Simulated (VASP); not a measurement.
# NaVP: structure and properties in VASP, part 2 of 5

What structure does NaVP take at this level, and what are its properties? The cell is generated by rule, not measured, and may not be a known phase. Left out of this account: 4 further runs (self-consistent run: a volume scan without its fit; self-consistent run: a spoilt try).

VASP 6.6.1, plane waves and PAW; the level of theory is named at each step.

Still holding for the runs below: The cell holds one magnetic atom, so no antiferromagnetic order fits into it. The k-mesh is coarse for a metal.

So far, moment of the cell, from the last line of the log (μB): step 2 (rough relaxation of the start cell) 2.35. The relaxed cell has a = 3.355, c = 5.944 Å (conventional setting).

**3. Relaxing cell and atoms (SCAN)**

Level of this step: SCAN, spin-polarised from a ferromagnetic start (one magnetic atom a cell); plane waves and PAW (Na_pv, V_sv, P); invented cell (VASP).

Properties are meant for the cell that this level of theory prefers, so cell and atoms are relaxed first (ISIF = 3) until forces and stress are small; EDIFFG sets the threshold.

INCAR

```
SYSTEM = NaVP
PREC = Accurate
ENCUT = 400
EDIFF = 1E-06
NELM = 100
ISMEAR = -1
SIGMA = 0.05
LREAL = .FALSE.
ALGO = Normal
METAGGA = SCAN
LASPH = .TRUE.
NBANDS = 20
ISPIN = 2
MAGMOM = 0 2 0
LMAXMIX = 4
LORBIT = 11
LWAVE = .FALSE.
LCHARG = .FALSE.
IBRION = 2
NSW = 60
ISIF = 3
EDIFFG = -0.01
```

POSCAR

```
NaVP
1.0
    3.3545487910      0.0000000000      0.0000000000
    0.0000000000      3.3545487910      0.0000000000
    0.0000000000      0.0000000000      5.9442316962
Na V P
1 1 1
Direct
    0.5000000000      0.5000000000      0.0000000000
    0.5000000000      0.5000000000      0.5000000000
    0.0000000000      0.0000000000      0.5000000000
```

KPOINTS

```
Automatic mesh
0
Gamma
7 7 4
0 0 0
```

Potentials, in the order of the species: Na_pv, V_sv and P (PBE family, release 64).

On the command line:

```console
$ mpirun -np 1 vasp_std
```

Log:

```text
[banner, memory and clock lines left out]
running    1 mpi-ranks, on    1 nodes
 distrk:  each k-point on    1 cores,    1 groups
 distr:  one band on    1 cores,    1 groups

 POSCAR found type information on POSCAR NaV P
 POSCAR found :  3 types and       3 ions
 [... a notice as in an earlier step ...]

 LDA part: xc-table for (None), standard interpolation
 POSCAR, INCAR and KPOINTS ok, starting setup
 FFT: planning ... GRIDC
 FFT: planning ... GRID_SOFT
 FFT: planning ... GRID
 WAVECAR not read
 entering main loop
       N       E                     dE             d eps       ncg     rms          rms(c)
DAV:   1     0.204882163382E+03    0.20488E+03   -0.13038E+04  2736   0.111E+03
DAV:   2    -0.262201901934E+02   -0.23110E+03   -0.22501E+03  2488   0.366E+02
DAV:   3    -0.381637423168E+02   -0.11944E+02   -0.11655E+02  2844   0.891E+01
DAV:   4    -0.384415336637E+02   -0.27779E+00   -0.27706E+00  2752   0.135E+01
DAV:   5    -0.384475832461E+02   -0.60496E-02   -0.60481E-02  2928   0.206E+00    0.207E+01
DAV:   6    -0.337577923894E+02    0.46898E+01   -0.34886E+01  2588   0.415E+01    0.139E+01
DAV:   7    -0.323862191268E+02    0.13716E+01   -0.20012E+01  2640   0.258E+01    0.615E+00
DAV:   8    -0.323584579245E+02    0.27761E-01   -0.14851E+00  2604   0.693E+00    0.183E+00
DAV:   9    -0.323923712731E+02   -0.33913E-01   -0.20355E-01  2620   0.274E+00    0.118E+00
DAV:  10    -0.324034560134E+02   -0.11085E-01   -0.20436E-02  2696   0.101E+00    0.425E-01
DAV:  11    -0.324078097212E+02   -0.43537E-02   -0.19898E-02  2500   0.767E-01    0.265E-01
DAV:  12    -0.324084087246E+02   -0.59900E-03   -0.40989E-03  2504   0.486E-01    0.133E-01
DAV:  13    -0.324088498846E+02   -0.44116E-03   -0.82669E-04  2540   0.190E-01    0.898E-02
DAV:  14    -0.324090341697E+02   -0.18429E-03   -0.32015E-04  2436   0.121E-01    0.429E-02
DAV:  15    -0.324091092192E+02   -0.75050E-04   -0.69869E-05  2512   0.624E-02    0.145E-02
DAV:  16    -0.324091465727E+02   -0.37354E-04   -0.25084E-05  2476   0.350E-02    0.390E-03
DAV:  17    -0.324091435815E+02    0.29912E-05   -0.46255E-06  2656   0.141E-02    0.286E-03
DAV:  18    -0.324091409558E+02    0.26258E-05   -0.21217E-06  2288   0.928E-03    0.148E-03
DAV:  19    -0.324091401232E+02    0.83263E-06   -0.38736E-07  1700   0.421E-03
   1 F= -.32409140E+02 E0= -.32405014E+02  d E =-.324091E+02  mag=     2.3444
 curvature:   0.00 expect dE= 0.000E+00 dE for cont linesearch  0.000E+00
 trial: gam= 0.00000 g(F)=  0.000E+00 g(S)=  0.565E-03 ort = 0.000E+00 (trialstep = 0.100E+01)
 search vector abs. value=  0.565E-03
 bond charge predicted
       N       E                     dE             d eps       ncg     rms          rms(c)
DAV:   1    -0.324199878247E+02   -0.10847E-01   -0.16684E-01  2644   0.497E+00    0.100E+00
DAV:   2    -0.324152657796E+02    0.47220E-02   -0.13486E-01  2636   0.281E+00    0.954E-01
DAV:   3    -0.324097915621E+02    0.54742E-02   -0.29158E-02  2504   0.125E+00    0.139E-01
DAV:   4    -0.324096804752E+02    0.11109E-03   -0.28601E-03  2564   0.385E-01    0.963E-02
DAV:   5    -0.324094647257E+02    0.21575E-03   -0.41482E-04  2500   0.180E-01    0.427E-02
DAV:   6    -0.324094968576E+02   -0.32132E-04   -0.67942E-05  2512   0.579E-02    0.262E-02
DAV:   7    -0.324095059418E+02   -0.90842E-05   -0.25517E-05  2524   0.359E-02    0.749E-03
DAV:   8    -0.324095045485E+02    0.13933E-05   -0.81683E-06  2376   0.211E-02    0.352E-03
DAV:   9    -0.324095156396E+02   -0.11091E-04   -0.14178E-06  2040   0.881E-03    0.163E-03
DAV:  10    -0.324095157678E+02   -0.12826E-06   -0.19906E-07  1376   0.339E-03
   2 F= -.32409516E+02 E0= -.32405383E+02  d E =-.375645E-03  mag=     2.3425
[...]
3 F= -.32409540E+02 E0= -.32405403E+02  d E =-.399420E-03  mag=     2.3422
 curvature:  -0.64 expect dE=-0.917E-04 dE for cont linesearch -0.548E-06
 trial: gam= 0.21570 g(F)=  0.855E-66 g(S)=  0.144E-03 ort = 0.221E-04 (trialstep = 0.105E+01)
 search vector abs. value=  0.180E-03
 bond charge predicted
       N       E                     dE             d eps       ncg     rms          rms(c)
DAV:   1    -0.324103601617E+02   -0.82027E-03   -0.26184E-02  2500   0.184E+00    0.163E-01
DAV:   2    -0.324099233301E+02    0.43683E-03   -0.15201E-03  2660   0.311E-01    0.135E-01
DAV:   3    -0.324096598271E+02    0.26350E-03   -0.56617E-04  2560   0.180E-01    0.654E-02
DAV:   4    -0.324096332057E+02    0.26621E-04   -0.21976E-04  2612   0.110E-01    0.190E-02
DAV:   5    -0.324096041303E+02    0.29075E-04   -0.27082E-05  2548   0.413E-02    0.878E-03
DAV:   6    -0.324096120735E+02   -0.79432E-05   -0.54763E-06  2460   0.164E-02    0.370E-03
DAV:   7    -0.324096044450E+02    0.76284E-05   -0.10498E-06  1980   0.704E-03    0.224E-03
DAV:   8    -0.324096034061E+02    0.10390E-05   -0.15256E-07  1260   0.281E-03    0.151E-03
DAV:   9    -0.324096013740E+02    0.20321E-05   -0.18478E-07  1260   0.320E-03    0.496E-04
DAV:  10    -0.324096007348E+02    0.63920E-06   -0.44763E-08  1232   0.165E-03
   4 F= -.32409601E+02 E0= -.32405437E+02  d E =-.611918E-04  mag=     2.3480
 trial-energy change:   -0.000061  1 .order   -0.000086   -0.000157   -0.000015
 step:   1.1674(harm=  1.1674)  dis= 0.00000  next Energy=   -32.409626 (dE=-0.868E-04)
 reached required accuracy - stopping structural energy minimisation
```

It took 8.3 min on 1 MPI rank of Intel Xeon Platinum 8488C (Sapphire Rapids), shared host; peak memory 0.21 GiB.

From OUTCAR (step 3):

```text
  LATTYP: Found a simple tetragonal cell.
 ALAT       =     3.3545487910
 C/A-ratio  =     1.7719914261

The static configuration has the point symmetry D_4h.

 Found     30 irreducible k-points:

   k-points           NKPTS =     30   k-points in BZ     NKDIM =     30   number of bands    NBANDS=     20

   dimension x,y,z NGX =    24 NGY =   24 NGZ =   40
   dimension x,y,z NGXF=    48 NGYF=   48 NGZF=   80

   ENCUT  =  400.0 eV  29.40 Ry    5.42 a.u.   5.47  5.47  9.69*2*pi/ulx,y,z

   NELECT =      25.0000    total number of electrons

 E-fermi :   4.4265

 spin component 1
 k-point     1 :       0.0000    0.0000    0.0000
  band No.  band energies     occupation
    ...
     12       3.2799      1.00000
     13       3.6194      1.00000
     14       3.6195      1.00000
     15       4.0389      0.99957
     16       4.0390      0.99957
     17       5.4867      0.00000
     18      10.3292      0.00000
     19      10.4070      0.00000
     20      12.9866      0.00000

 k-point     2 :       0.1429    0.0000    0.0000
  band No.  band energies     occupation
    ...
     11       1.7032      1.00000
     12       2.1449      1.00000
     13       3.6598      1.00000
     14       3.7429      1.00000
     15       3.8543      0.99999
     16       5.5444      0.00000
     17       5.6193      0.00000
     18       9.9269      0.00000
     19      11.2609      0.00000
     20      12.0410      0.00000

 k-point     3 :       0.2857    0.0000    0.0000
  band No.  band energies     occupation
    ...
     11       1.1403      1.00000
     12       2.2172      1.00000
     13       3.7526      1.00000
     14       4.2007      0.98920
     15       4.2454      0.97400
     16       5.8453      0.00000
     17       7.6263      0.00000
     18       8.4617      0.00000
     19      10.0856      0.00000
     20      11.7304      0.00000

 k-point     4 :       0.4286    0.0000    0.0000
  band No.  band energies     occupation
    ...
      9      -1.9219      1.00000
     10       0.4857      1.00000
     11       0.6197      1.00000
     12       2.7436      1.00000
     13       3.8293      0.99999
     14       4.8540      0.00019
     15       5.1025      0.00000
     16       6.0493      0.00000
     17       6.7170      0.00000
     18       8.6859      0.00000
    ...

  Total        0.0036591      0.0036591     -0.0067625      0.0000000      0.0000000     -0.0000000
  in kB        0.0881536      0.0881536     -0.1629178      0.0000000      0.0000000     -0.0000000
  external PRESSURE =       0.0044631 kB  Pullay stress =       0.0000000 kB

  energy-cutoff  :      400.00
  volume of cell :       66.50
      direct lattice vectors                 reciprocal lattice vectors
     3.352998191 -0.000000000  0.000000000     0.298240543  0.000000000  0.000000000
     0.000000000  3.352998191  0.000000000     0.000000000  0.298240543  0.000000000
    -0.000000000 -0.000000000  5.915377158    -0.000000000  0.000000000  0.169050928

 POSITION                                       TOTAL-FORCE (eV/Angst)
 -----------------------------------------------------------------------------------
      1.67650      1.67650      0.00000        -0.000000     -0.000000      0.000000
      1.67650      1.67650      2.95769         0.000000      0.000000      0.000000
      3.35300     -0.00000      2.95769        -0.000000     -0.000000      0.000000
 -----------------------------------------------------------------------------------
    total drift:                                0.000000     -0.000000     -0.000000

  FREE ENERGIE OF THE ION-ELECTRON SYSTEM (eV)
  ---------------------------------------------------
  free  energy   TOTEN  =       -32.4096007348 eV

  energy  without entropy=      -32.4012730401  energy(sigma->0) =      -32.40543689

 total charge
# of ion       s       p       d       tot
------------------------------------------
    1        0.088   5.971   0.000   6.059
    2        2.227   6.170   3.146  11.543
    3        1.037   1.529   0.000   2.566
--------------------------------------------------
tot          3.351  13.670   3.146  20.168

 magnetization (x)
# of ion       s       p       d       tot
------------------------------------------
    1        0.007   0.009   0.000   0.016
    2        0.050   0.021   2.021   2.091
    3       -0.015  -0.138   0.000  -0.152
--------------------------------------------------
tot          0.042  -0.108   2.021   1.955

[... 2 parts as in an earlier step ...]

[... 11 further parts left out ...]
```

CONTCAR:

```
NaVP
   1.00000000000000
     3.3529981910584987   -0.0000000000000000    0.0000000000000000
     0.0000000000000000    3.3529981910584987    0.0000000000000000
    -0.0000000000000000   -0.0000000000000000    5.9153771581290151
  Na              V               P
     1     1     1
Direct
     0.5000000000000000    0.5000000000000000    0.0000000000000000
     0.5000000000000000    0.5000000000000000    0.5000000000000000
     1.0000000000000000    0.0000000000000000    0.5000000000000000
```

Step by step:

```tsv
step	energy less that of the first step (eV)	largest force (eV/Å)	pressure (GPa)	volume (Å³)
1	0.0000	0.0000	-0.23	66.89
2	-0.0004	0.0000	-0.01	66.58
3	-0.0004	0.0000	0.05	66.50
4	-0.0005	0.0000	0.00	66.50
```

```tsv
conventional cell, symmetrised	before	after	change
a (Å)	3.355	3.353	-0.0 %
b (Å)	3.355	3.353	-0.0 %
c (Å)	5.944	5.915	-0.5 %
volume (Å³/atom)	22.30	22.17	-0.6 %
```

The relaxed structure:

```xyz
3
Lattice="3.3530 0.0000 0.0000 0.0000 3.3530 0.0000 0.0000 0.0000 5.9154" Properties=species:S:1:pos:R:3 pbc="T T T"
Na    1.6765    1.6765    0.0000
V     1.6765    1.6765    2.9577
P     0.0000    0.0000    2.9577
```

Numbers from this step:

* irreducible k-points: 30
* free energy (TOTEN): -32.41 eV
* energy at zero smearing: -32.41 eV
* Fermi energy: 4.426 eV
* pressure: 4.46e-4 GPa
* moment of the cell, from the last line of the log: 2.348 μB
* SCF cycles over all ionic steps: 47

Spin moment in the PAW sphere by atom:

```tsv
atom	spin moment in the PAW sphere (μB)
Na1	0.02
V2	2.09
P3	-0.15
```

It ends with forces that vanish by symmetry and a pressure of 0.00 GPa.

(Part 2 of 5 ends here.)

[Lines on the potential files, build, host, timing and source positions are cut from VASP's logs without a mark.]

[Logs are printed without paths, hosts, clocks, repeated set-up lines and the standing remarks that a program may print on its own settings, such as how far it seeks lower states.]

[Hosts, paths, dates, database ids (printed as entryN), source tags and the programs' standing remarks are cut or masked in the printed files.]

[A measured line is paired with the nearest computed mode of its activity, which favours agreement.]
